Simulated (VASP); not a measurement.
TaSbSe:

```xyz
3
Lattice="3.6296 0.0000 0.0000 0.0000 3.6296 0.0000 0.0000 0.0000 5.6345" Properties=species:S:1:pos:R:3 pbc="T T T"
Ta    0.0000    0.0000    0.0000
Sb    0.0000    0.0000    2.8173
Se    1.8148    1.8148    0.0000
```

The cell was built by a generator and needn't be a form met in nature.

| Item | Value |
| --- | --- |
| Program | VASP 6.6.1 |
| Task | relaxation of cell and atoms |
| Functional | RPBE |
| Potentials or basis | VASP PAW PBE potentials, release 64 (Ta_pv, Sb, Se) |
| Cutoff | 600 eV |
| k mesh | 7 × 7 × 5 |
| Occupations | fermi-dirac, width 0.05 eV |
| Spin | no spin polarisation |

At the start: pressure 1.9 GPa; volume 24.74 Å³/atom.

Where does the relaxation end?

Over 3 steps the energy falls by 2.9 meV/atom and the volume is 25.25 Å³/atom (+2.0 %); space group P4/mmm (No. 123, to 0.05 Å).

Step by step:
| step | energy change (eV) | largest force (eV/Å) | pressure (GPa) | volume (Å³) |
| --- | --- | --- | --- | --- |
| 1 | 0.0000 | 0.0000 | 1.88 | 74.23 |
| 2 | 0.0008 | 0.0000 | -1.81 | 77.39 |
| 3 | -0.0086 | 0.0000 | 0.00 | 75.75 |

Final structure:
```cif
data_structure
_symmetry_space_group_name_H-M 'P 1'
_symmetry_Int_Tables_number 1
_cell_length_a 3.6547
_cell_length_b 3.6547
_cell_length_c 5.6708
_cell_angle_alpha 90.000
_cell_angle_beta 90.000
_cell_angle_gamma 90.000
_cell_volume 75.75
loop_
_atom_site_label
_atom_site_type_symbol
_atom_site_fract_x
_atom_site_fract_y
_atom_site_fract_z
_atom_site_occupancy
Ta1 Ta 0.00000 0.00000 0.00000 1
Sb1 Sb 0.00000 0.00000 0.50000 1
Se1 Se 0.50000 0.50000 0.00000 1
```

Caveat: the PAW data sets were made with another functional, which shifts forces and pressure a little.
